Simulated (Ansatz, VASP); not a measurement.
# Cross-check of Be (Beryllium) between VASP and Ansatz, part 2 of 2

Wanted: the spread between two codes on one cell, functional and k mesh. The cell is taken from a series of runs on this material, whose earlier steps may have relaxed, scaled, displaced or heated it; both programs get it as it stands.

VASP 6.6.1 and Ansatz 0.2.0.

So far: The starting structure; Ansatz: zone-centre phonons, PBEsol, pair 1; VASP: zone-centre phonons, PBEsol, pair 1; Comparison.

**5. Ansatz: zone-centre phonons, PBEsol, pair 2**

Level of this step: Ansatz beside VASP: Kohn-Sham DFT, plane waves, PBEsol (Ansatz).

Second derivatives magnify differences that forces hide, and they need a tight electronic threshold. The cell compared in this pair holds 15.51 Å³, against 15.36 Å³ for the pair before.

The cell is taken from a series of runs on this material, whose earlier steps may have relaxed, scaled, displaced or heated it; both programs get it as it stands.

input.yaml reads:

```yaml
crystal:
  lattice:
    - [2.2488639524, 0.0, 0.0]
    - [-1.1244319762, 1.9475733125, 0.0]
    - [0.0, 0.0, 3.5419563287]
  atoms:
    - { symbol: Be, position: [0.3333333333, 0.6666666667, 0.25] }
    - { symbol: Be, position: [0.6666666667, 0.3333333333, 0.75] }
kpoints:
  mp_grid: { grid: [24, 24, 12] }
hamiltonian:
  xc: pbesol
  pseudopotentials: { kind: paw, azcp: { folder: soft_1 }, xc_functional: pbe }
scf:
  occupations: { method: methfessel_paxton, width: 0.2 }
output:
  eigenvalues: true
phonons:
  method: dfpt
```

Run with:

```
$ ansatz run input.yaml --threads 4 --pin off --max-ram 10240MiB --backend cpu --events-out ev --progress --plain --runs-dir out
```

Numbers of over 12 decimals in the logs are rounded to 6 here.

Log:

```text
[...]
Crystal: 2 atoms, lattice volume = 15.513 Å³
Basis set: ecut = 420 eV, 311 PW (Γ), exchange–correlation on 32×32×48 points (8 copies of the dense FFT grid, shifted against one another)
Bands: 6, of which v1, the nominal top of the filled ones, is band 2 counted from 1 (1 counted from 0)
Symmetry: 24 space group operations
k-points: 1099 of 6912 (irreducible under 4 space group operations, time reversal used)
[...]
Free energy (F): -180.698221 eV
[...]
Internal energy: -180.697732 eV  (E = F + TS)
E sigma→0 (E₀):  -180.698099 eV
Entropy (-TS):   -0.000489 eV (-0.244 meV/atom)
Fermi energy:    8.240569 eV
[...]
--- Band table (eV; the first three rows and the last of 1099) ---
[...]
ASR residual: 6.236e-5 → 0.000e0 eV/Å²; symmetrization residual: 7.105e-15 eV/Å²
  ASR residual per site (eV/Å²): 6.24e-5 6.24e-5
  Γ frequencies (cm⁻¹): 0.00 0.00 0.00 469.62 469.62 711.23
[...]
[key lines of the parts left out:]
SCF converged after 6 iterations
```

**6. VASP: zone-centre phonons, PBEsol, pair 2**

The same cell, functional, mesh and smearing now go to VASP, with its own data sets.

INCAR reads:

```
SYSTEM = Be
PREC = Accurate
ENCUT = 600
EDIFF = 1E-08
NELM = 120
ISMEAR = 1
SIGMA = 0.2
LREAL = .FALSE.
ALGO = Normal
GGA = PS
NBANDS = 8
LORBIT = 11
LWAVE = .FALSE.
LCHARG = .FALSE.
ISIF = 2
IBRION = 8
LASPH = .TRUE.
GGA_COMPAT = .FALSE.
KPAR = 2
```

POSCAR reads:

```
Be
1.0
    2.2488639524      0.0000000000      0.0000000000
   -1.1244319762      1.9475733125      0.0000000000
    0.0000000000      0.0000000000      3.5419563287
Be
2
Direct
    0.3333333333      0.6666666667      0.2500000000
    0.6666666667      0.3333333333      0.7500000000
```

KPOINTS reads:

```
Automatic mesh
0
Gamma
24 24 12
0 0 0
```

The projector-augmented-wave data sets are Be (PBE family, release 64).

Run with:

```
$ mpirun -np 2 vasp_std
```

Log:

```text
[banner, memory and clock lines left out]
running    2 mpi-ranks, on    1 nodes
[...]
[... a notice as in an earlier step ...]

 LDA part: xc-table for (Slater+PW92), standard interpolation
 POSCAR, INCAR and KPOINTS ok, starting setup
[...]
entering main loop
       N       E                     dE             d eps       ncg     rms          rms(c)
DAV:   1    -0.317097193930E+01   -0.31710E+01   -0.19725E+03  6920   0.460E+02
DAV:   2    -0.800936429941E+01   -0.48384E+01   -0.47266E+01 10952   0.560E+01
DAV:   3    -0.802736741761E+01   -0.18003E-01   -0.17964E-01  7448   0.300E+00
DAV:   4    -0.802738004767E+01   -0.12630E-04   -0.12630E-04 10192   0.836E-02
[...]
DAV:   8    -0.799339530107E+01    0.23589E-05   -0.12329E-05  7720   0.283E-02    0.645E-03
DAV:   9    -0.799339598286E+01   -0.68179E-06   -0.46818E-07  8776   0.497E-03    0.466E-04
DAV:  10    -0.799339597925E+01    0.36064E-08   -0.33287E-10  7576   0.140E-04
   1 F= -.79933960E+01 E0= -.79932327E+01  d E =-.489819E-03
[...]
RMM:   7    -0.671580671692E-02    0.68005E-08    0.11706E-10 48665   0.297E-06    0.182E-06
 first order change of Fermi-energy   0.18199E-05
 force on displaced ion       1 direction 1 :  -3.659   0.000   0.000
 Linear response progress:
  Degree of freedom:   2/  2
       N       E                     dE             d eps       ncg     rms          rms(c)
RMM:   1    -0.171135737355E-01   -0.17114E-01    0.27694E-02 25159   0.661E-01
RMM:   2    -0.151108145834E-01    0.20028E-02    0.29411E-03 16185   0.915E-02    0.106E-01
RMM:   3    -0.147195918342E-01    0.39122E-03    0.11137E-03 15973   0.920E-02    0.398E-02
RMM:   4    -0.149551882055E-01   -0.23560E-03    0.20508E-04 16411   0.523E-02    0.411E-03
RMM:   5    -0.149903051299E-01   -0.35117E-04   -0.28103E-05 17039   0.381E-03    0.590E-04
RMM:   6    -0.149888193244E-01    0.14858E-05   -0.44325E-06 16902   0.377E-04    0.718E-05
RMM:   7    -0.149881990151E-01    0.62031E-06   -0.78036E-07 17393   0.399E-05    0.176E-05
RMM:   8    -0.149881666345E-01    0.32381E-07    0.46462E-08 16623   0.143E-05    0.676E-07
RMM:   9    -0.149881712954E-01   -0.46609E-08    0.50298E-09 16302   0.181E-06    0.243E-07
 first order change of Fermi-energy   0.47839E-05
 force on displaced ion       1 direction 3 :   0.000  -0.000  -8.547
 Linear response finished
```

Parts of OUTCAR (step 6):

```text
  Total        0.1621716      0.1621716      0.1697108      0.0000000      0.0000000     -0.0000000
  in kB       16.7488598     16.7488598     17.5274982      0.0000000      0.0000000     -0.0000000
  external PRESSURE =      17.0084060 kB  Pullay stress =       0.0000000 kB

 POSITION                                       TOTAL-FORCE (eV/Angst)
 -----------------------------------------------------------------------------------
     -0.00000      1.29838      0.88549        -0.000000     -0.000000      0.000000
      1.12443      0.64919      2.65647         0.000000      0.000000      0.000000
 -----------------------------------------------------------------------------------
    total drift:                                0.000000     -0.000000      0.000000

[... 1 part as in an earlier step ...]

[... 1 further part left out ...]
```

**7. Comparison**

Compared:

```tsv
quantity	Ansatz	VASP	difference
optical mode 1 to 2 (cm⁻¹)	469.6	469.9	-0.06 %
optical mode 3 (cm⁻¹)	711.2	718.2	-0.97 %
```

Modes are paired by rising frequency, not by their patterns, so a pair may set unlike modes beside each other; they are those without the splitting of longitudinal modes.

**8. Summary of results**

| Quantity | Value |
| --- | --- |
| r.m.s. difference of the optical zone-centre modes, each program's sorted by frequency (zone-centre phonons, PBEsol, pair 1) | 4.0 cm⁻¹ |
| difference in optical mode 3 (zone-centre phonons, PBEsol, pair 1) | -1.0 % |
| r.m.s. difference of the optical zone-centre modes, each program's sorted by frequency (zone-centre phonons, PBEsol, pair 2) | 4.0 cm⁻¹ |
| difference in optical mode 3 (zone-centre phonons, PBEsol, pair 2) | -1.0 % |

In words: The r.m.s. difference of the optical zone-centre modes, each program's sorted by frequency is 4.0 cm⁻¹ (zone-centre phonons, PBEsol, pair 1). Among the rows given in per cent, the largest difference of the zone-centre phonons, PBEsol, pair 1 pair is in optical mode 3, -1.0 %. Among the rows given in per cent, the largest difference of the zone-centre phonons, PBEsol, pair 2 pair is in optical mode 3, -1.0 %. How closely two codes agree says nothing of how well the functional describes the real material.

[Lines on the potential files, build, host, timing and source positions are cut from VASP's logs without a mark.]

[Logs are printed without paths, hosts, clocks, repeated set-up lines and the standing remarks that a program may print on its own settings, such as how far it seeks lower states.]

[Hosts, paths, dates, database ids (printed as entryN), source tags and the programs' standing remarks are cut or masked in the printed files.]
